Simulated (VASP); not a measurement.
# Fe2CuN2 (C2/m) in VASP: reference runs

How does Fe2CuN2 come out in PBE? The cell is run as given and disturbed.

Program: VASP 6.6.1. These are calculated values, not measurements. Logs are shortened: lines on timing, memory, paths and dates and some standing lists are left out, and cuts for length are marked.

## Step 1: Starting point

Symmetry: C2/m, No. 12, monoclinic system. The conventional cell has a = 5.166 Å, b = 2.971 Å, c = 6.894 Å, α = 90.00°, β = 90.18°, γ = 90.00°. Cu (site symmetry 2/m) is surrounded by 2 N at 1.88 Å. Fe (site symmetry m) is surrounded by 3 N at 1.78 Å. N (site symmetry m) has 3 Fe at 1.78 Å and 1 Cu at 1.88 Å as nearest neighbours.

The cell comes from a database or a generator and needn't be the stable form of this composition.

## Step 2: Single point, PBE, collinear spin, ferromagnetic start

INCAR reads:

```
PREC = Accurate
ENCUT = 520
EDIFF = 1E-7
ISMEAR = -1
SIGMA = 0.05
LREAL = F
LASPH = T
NELM = 150
ALGO = Normal
ISIF = 2
LWAVE = F
LCHARG = F
ISPIN = 2
MAGMOM = 0.6 3 3 0 0
LORBIT = 11
LMAXMIX = 4
GGA = PE
NBANDS = 30
```

KPOINTS reads:

```
regular mesh
0
Gamma
  10 10 4
```

POSCAR reads:

```
Fe2CuN2
1.0
    2.5830227027     -1.4854245028      0.0000000000
    2.5830227027      1.4854245028      0.0000000000
   -0.0219894070      0.0000000000      6.8937483682
Cu Fe N
1 2 2
Direct
    0.5000000000      0.5000000000      0.5000000000
    0.8337260000      0.8337260000      0.1599040000
    0.1662740000      0.1662740000      0.8400960000
    0.4987520000      0.4987520000      0.7725940000
    0.5012480000      0.5012480000      0.2274060000
```

Potentials or basis: VASP PAW PBE potentials, release 64 (Cu, Fe, N).

Launch:

```
> cat potpaw_PBE.64/Cu/POTCAR potpaw_PBE.64/Fe/POTCAR potpaw_PBE.64/N/POTCAR > POTCAR
> mpirun -np 1 vasp_std > vasp.out
```

OUTCAR:

```text
PREC = Accurate
   ENCUT = 520
   EDIFF = 1E-7
   ISMEAR = -1
   LREAL = F
   LASPH = T
   NELM = 150
   ISIF = 2
   ISPIN = 2
   LORBIT = 11
   GGA = PE

 ion  position               nearest neighbor table
   1  0.500  0.500  0.500-   4 1.88   5 1.88   3 2.90   3 2.90   2 2.90   2 2.90   2 2.91   3 2.91

   2  0.834  0.834  0.160-   5 1.78   5 1.78   5 1.78   3 2.79   3 2.79   3 2.80   1 2.90   1 2.90
                             1 2.91
   3  0.166  0.166  0.840-   4 1.78   4 1.78   4 1.78   2 2.79   2 2.79   2 2.80   1 2.90   1 2.90
                             1 2.91
   4  0.499  0.499  0.773-   3 1.78   3 1.78   3 1.78   1 1.88
   5  0.501  0.501  0.227-   2 1.78   2 1.78   2 1.78   1 1.88

  LATTYP: Found a base centered monoclinic cell.
 ALAT       =     5.1660454054
 B/A-ratio  =     0.5750721824
 C/A-ratio  =     1.3344411242
 COS(beta)  =    -0.0031897444

  Lattice vectors:

 A1 = (   2.5830227027,  -1.4854245028,   0.0000000000)
 A2 = (   2.5830227027,   1.4854245028,   0.0000000000)
 A3 = (  -0.0219894070,   0.0000000000,   6.8937483682)

Analysis of symmetry for initial positions (statically):
=====================================================================
 Subroutine PRICEL returns:
 Original cell was already a primitive cell.

 Routine SETGRP: Setting up the symmetry group for a
 base centered monoclinic supercell.

 Subroutine GETGRP returns: Found  4 space group operations
 (whereof  4 operations were pure point group operations)
 out of a pool of  4 trial point group operations.

The static configuration has the point symmetry C_2h.

Analysis of symmetry for dynamics (positions and initial velocities):
=====================================================================
 Subroutine PRICEL returns:
 Original cell was already a primitive cell.

 Routine SETGRP: Setting up the symmetry group for a
 base centered monoclinic supercell.

 Subroutine GETGRP returns: Found  4 space group operations
 (whereof  4 operations were pure point group operations)
 out of a pool of  4 trial point group operations.

The dynamic configuration has the point symmetry C_2h.

Analysis of structural, dynamic, and magnetic symmetry:
=====================================================================
 Subroutine PRICEL returns:
 Original cell was already a primitive cell.

 Routine SETGRP: Setting up the symmetry group for a
 base centered monoclinic supercell.

 Subroutine GETGRP returns: Found  4 space group operations
 (whereof  4 operations were pure point group operations)
 out of a pool of  4 trial point group operations.

The overall configuration has the point symmetry C_2h.
[... 140 lines left out ...]
 NGX is ok and might be reduce to    24
   NGX = 11   NGY = 11   NGZ = 25

 number of electron      36.9999985 magnetization       0.0017036

 number of electron      36.9999985 magnetization      -0.0000926

 Free energy of the ion-electron system (eV)
  ---------------------------------------------------
  ext. energy  EPLUGINS =         0.00000000
  ---------------------------------------------------
  free energy    TOTEN  =       -36.35090813 eV

  energy without entropy =      -36.33617648  energy(sigma->0) =      -36.34354230

 E-fermi :   5.8417     XC(G=0): -12.1164

 val. band max:        5.8202620364   @ k =  -0.2000   0.4000   0.2500
 cond. band min:       5.8519301772   @ k =  -0.4000   0.3000   0.5000
 fundamental gap:      0.0316681407
 Fermi energy:         5.8417185234

 spin component 1

 k-point     1 :       0.0000    0.0000    0.0000
  band No.  band energies     occupation
      1     -11.0613      1.00000
      2     -10.4846      1.00000
      3      -2.0829      1.00000
      4      -0.2458      1.00000
      5      -0.2290      1.00000
      6      -0.1187      1.00000
[... 781 lines left out ...]
     29      16.9266      0.00000
     30      18.7576      0.00000

 [... further k-points ...]

 spin component 2

 k-point     1 :       0.0000    0.0000    0.0000
  band No.  band energies     occupation
      1     -11.0613      1.00000
      2     -10.4846      1.00000
      3      -2.0829      1.00000
      4      -0.2458      1.00000
      5      -0.2290      1.00000
      6      -0.1187      1.00000
[... 781 lines left out ...]
     29      16.9265      0.00000
     30      18.7576      0.00000

 [... further k-points ...]

------------------------ aborting loop because EDIFF is reached ----------------------------------------

  FORCE on cell =-STRESS in cart. coord.  units (eV):
  Direction    XX          YY          ZZ          XY          YZ          ZX
  --------------------------------------------------------------------------------------
  -------------------------------------------------------------------------------------
  Total        0.3875991      0.5400418      0.7010378      0.0000000      0.0000000      0.0119872
  in kB       11.7389477     16.3558725     21.2318482      0.0000000      0.0000000      0.3630490
  external PRESSURE =      16.4422228 kB  Pullay stress =       0.0000000 kB

 VOLUME and BASIS-vectors are now :
 -----------------------------------------------------------------------------
  energy-cutoff  :      520.00
  volume of cell :       52.90
      direct lattice vectors                 reciprocal lattice vectors
     2.583022703 -1.485424503  0.000000000     0.193571663 -0.336604115  0.000617447
     2.583022703  1.485424503  0.000000000     0.193571663  0.336604115  0.000617447
    -0.021989407  0.000000000  6.893748368     0.000000000  0.000000000  0.145058965

 POSITION                                       TOTAL-FORCE (eV/Angst)
 -----------------------------------------------------------------------------------
      2.57203      0.00000      3.44687         0.000000      0.000000     -0.000000
      4.30355      0.00000      1.10234         0.001106      0.000000     -0.273727
      0.84051      0.00000      5.79141        -0.001106      0.000000      0.273727
      2.55959      0.00000      5.32607         0.003409      0.000000     -0.175052
      2.58447      0.00000      1.56768        -0.003409      0.000000      0.175052
 -----------------------------------------------------------------------------------
    total drift:                                0.000000      0.000000     -0.000000

  FREE ENERGIE OF THE ION-ELECTRON SYSTEM (eV)
  ---------------------------------------------------
  free  energy   TOTEN  =       -36.3509081272 eV

  energy  without entropy=      -36.3361764779  energy(sigma->0) =      -36.34354230

 total charge

# of ion       s       p       d       tot
------------------------------------------
    1        0.413   0.382   9.199   9.994
    2        0.492   0.681   6.530   7.702
    3        0.492   0.681   6.530   7.702
    4        1.271   2.467   0.000   3.738
    5        1.271   2.467   0.000   3.738
--------------------------------------------------
tot          3.937   6.679  22.258  32.874

 magnetization (x)

# of ion       s       p       d       tot
------------------------------------------
    1       -0.000  -0.000   0.000  -0.000
    2        0.000  -0.000   0.000   0.000
    3        0.000  -0.000   0.000   0.000
    4       -0.000   0.000   0.000   0.000
    5       -0.000   0.000   0.000   0.000
--------------------------------------------------
tot         -0.000  -0.000   0.000   0.000
```

Run time: 3.7 min. Hardware: 1 thread of Intel Xeon 6975P-C (Granite Rapids), shared host; peak memory 0.41 GiB.

Results:

```
Free energy                                           : -36.3509 eV
Pressure                                              : 1.6 GPa
Largest force                                         : 0.274 eV/Å
Band gap on the k mesh                                : none (metal or under the smearing width)
Net moment                                            : 0.00 μB per cell
Valence electrons inside the program's atomic spheres : Cu 9.99; Fe 7.70; N 3.74
```

Forces in eV/Å, atoms in the order of the input:
```
Cu   0.000  0.000  0.000
Fe   0.001  0.000 -0.274
Fe  -0.001  0.000  0.274
N    0.003  0.000 -0.175
N   -0.003  0.000  0.175
```

Stress tensor (GPa, compression positive):
```
1.17 0.00 0.04
0.00 1.64 0.00
0.04 0.00 2.12
```

Caveat: the starting moments collapsed, and a magnetic state may lie lower.

## Step 3: Single point, PBE, collinear spin, ferromagnetic start (atoms moved at random, drawn with an rms of 0.05 Å)

INCAR reads:

```
SYSTEM = Fe2CuN2
  ALGO = Normal
  EDIFF = 1E-7
  ENCUT = 520
  GGA = PE
  ISIF = 2
  ISMEAR = -1
  ISPIN = 2
  LASPH = .True.
  LCHARG = .False.
  LMAXMIX = 4
  LORBIT = 11
  LREAL = .False.
  LWAVE = .False.
  MAGMOM = 0.6 3 3 0 0
  NBANDS = 30
  NELM = 120
  PREC = Accurate
  SIGMA = 0.05
```

KPOINTS reads:

```
k-points
0
Gamma
  10 10 4
  0 0 0
```

POSCAR reads:

```
Fe2CuN2
1.0
    2.5830227027     -1.4854245028      0.0000000000
    2.5830227027      1.4854245028      0.0000000000
   -0.0219894070      0.0000000000      6.8937483682
Cu Fe N
1 2 2
Direct
    0.5101360000      0.4853520000      0.5054660000
    0.8357680000      0.8344590000      0.1585690000
    0.1660800000      0.1724550000      0.8436400000
    0.4960890000      0.4979120000      0.7721670000
    0.5053270000      0.5041140000      0.2213310000
```

Potentials or basis: VASP PAW PBE potentials, release 64 (Cu, Fe, N).

Launch:

```
> cat potpaw_PBE.64/Cu/POTCAR potpaw_PBE.64/Fe/POTCAR potpaw_PBE.64/N/POTCAR > POTCAR
> mpirun -np 1 vasp_std > vasp.out
```

It took 6.5 min on 1 thread of Intel Xeon 6975P-C (Granite Rapids), shared host; peak memory 0.58 GiB.

It converged, with:

| Item | Value |
| --- | --- |
| Free energy | -36.3014 eV |
| Pressure | 1.6 GPa |
| Largest force | 1.074 eV/Å |
| Band gap on the k mesh | none (metal or under the smearing width) |
| Net moment | 0.00 μB per cell |
| Valence electrons inside the program's atomic spheres | Cu 9.97; Fe 7.74, 7.68; N 3.74, 3.73 |

Forces on the atoms (eV/Å):
```
Cu   0.026  0.032 -1.012
Fe   0.244  0.015 -0.397
Fe  -0.490 -0.125 -0.050
N    0.486  0.108  0.419
N   -0.267 -0.030  1.039
```

Stress tensor (GPa, compression positive):
```
 3.14 -0.28 -0.95
-0.28  0.41 -0.08
-0.95 -0.08  1.13
```

Levels at points of the mesh, in eV from the Fermi level:
Spin up:
```csv
k point,band 14,band 15,band 16,band 17,band 18,band 19,band 20,band 21,band 22,band 23
"(0.00, 0.00, 0.00)",-2.05,-0.94,-0.93,-0.91,-0.83,1.23,1.75,3.66,3.68,3.93
"(0.50, 0.00, 0.00)",-1.73,-1.24,-1.14,-0.96,-0.66,-0.50,0.50,0.70,1.18,1.91
"(0.00, 0.50, 0.00)",-1.72,-1.23,-1.14,-0.96,-0.66,-0.49,0.52,0.72,1.19,1.94
"(0.50, 0.50, 0.00)",-1.82,-1.30,-1.12,-0.99,-0.66,-0.55,0.46,0.60,1.15,1.81
"(0.00, 0.00, 0.50)",-2.04,-0.97,-0.94,-0.85,-0.75,0.65,3.21,3.47,3.51,4.09
"(0.50, 0.00, 0.50)",-2.09,-1.38,-1.12,-0.76,-0.70,-0.21,0.68,0.81,0.90,1.80
"(0.00, 0.50, 0.50)",-2.10,-1.36,-1.12,-0.74,-0.68,-0.22,0.70,0.84,0.90,1.83
"(0.50, 0.50, 0.50)",-2.13,-1.46,-1.10,-0.85,-0.73,-0.22,0.61,0.74,0.81,1.72
```
Spin down:
```
           k point  band 14  band 15  band 16  band 17  band 18  band 19  band 20  band 21  band 22  band 23
(0.00, 0.00, 0.00)    -2.05    -0.94    -0.93    -0.91    -0.83     1.23     1.75     3.66     3.68     3.93
(0.50, 0.00, 0.00)    -1.73    -1.24    -1.14    -0.96    -0.66    -0.50     0.50     0.70     1.18     1.91
(0.00, 0.50, 0.00)    -1.72    -1.23    -1.14    -0.96    -0.66    -0.49     0.52     0.72     1.19     1.94
(0.50, 0.50, 0.00)    -1.82    -1.30    -1.12    -0.99    -0.66    -0.55     0.46     0.60     1.15     1.81
(0.00, 0.00, 0.50)    -2.04    -0.97    -0.94    -0.85    -0.75     0.65     3.21     3.47     3.51     4.09
(0.50, 0.00, 0.50)    -2.09    -1.38    -1.12    -0.76    -0.70    -0.21     0.68     0.81     0.90     1.80
(0.00, 0.50, 0.50)    -2.09    -1.36    -1.12    -0.74    -0.68    -0.22     0.70     0.84     0.90     1.83
(0.50, 0.50, 0.50)    -2.13    -1.46    -1.10    -0.85    -0.73    -0.22     0.61     0.74     0.81     1.72
```

Caveat: the starting moments collapsed, and a magnetic state may lie lower.
